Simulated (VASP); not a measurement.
Here is the system:

```yaml
crystal:
  lattice:
    - [4.19687, 0.00000, 0.00000]
    - [0.00000, 4.19687, 0.00000]
    - [0.00000, 0.00000, 4.19687]
  atoms:
    - { symbol: Ba, position: [0.00000, 0.00000, 0.00000] }
    - { symbol: Zr, position: [0.50000, 0.50000, 0.50000] }
    - { symbol: O, position: [0.50000, 0.00000, 0.50000] }
    - { symbol: O, position: [0.00000, 0.50000, 0.50000] }
    - { symbol: O, position: [0.50000, 0.50000, 0.00000] }
```

Method: AM05 GGA, VASP's PBE PAW potentials (set 64) (plane waves; VASP 6.6.1). Settings: 520 eV cut-off, 6×6×6 Γ-centred mesh, tetrahedra with Blöchl corrections, potentials Ba_sv Zr_sv O.

The cores are frozen, which limits the accuracy of field gradients.

**Question.** Give the principal components of the electric field gradient (V/Å²) and the asymmetry η at each nucleus.

**Answer.** 
```csv
atom,Vxx,Vyy,Vzz,η
Ba1,0.0,0.0,0.0,-
Zr2,0.0,0.0,0.0,-
O3,7.2,7.2,-14.4,0.00
O4,7.2,7.2,-14.4,0.00
O5,7.2,7.2,-14.4,0.00
```

The compound is BaZrO3 in the cubic perovskite structure. It was relaxed first.
